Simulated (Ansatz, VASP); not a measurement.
# One calculation of Sn3PbS4, two programs

```
Sn Pb S
1.0
     5.94051    0.00000    0.00000
     0.00000    5.94051    0.00000
     0.00000    0.00000    5.94051
Sn Pb S
3 1 4
Direct
  0.00000 0.50000 0.50000
  0.50000 0.50000 0.00000
  0.50000 0.00000 0.50000
  0.00000 0.00000 0.00000
  0.50000 0.00000 0.00000
  0.00000 0.00000 0.50000
  0.50000 0.50000 0.50000
  0.00000 0.50000 0.00000
```

Alike in both runs: task single point; functional PBE; k mesh 4 × 4 × 4; occupations gaussian, width 0.1 eV; no spin polarisation.

```csv
,VASP,Ansatz
version,VASP 6.6.1,Ansatz 0.2.0
potentials or method,"VASP PAW PBE potentials, release 64 (Sn_d, Pb_d, S)","scalar-relativistic, plane waves, PAW"
plane-wave cutoff (eV),520,420
valence electrons in the cell,80,80
```

```csv
,VASP,Ansatz,Ansatz less VASP
gap on the k mesh at the Fermi level (eV),none,none,-
pressure (GPa),-1.3,-1.3,+0.06
```

A gap of «none» marks a metal or a gap that the smearing closes. With one functional, cell and mesh, what is left measures potentials, basis and numerics.

The runs have no spin-orbit coupling, so splittings on Pb are missing.
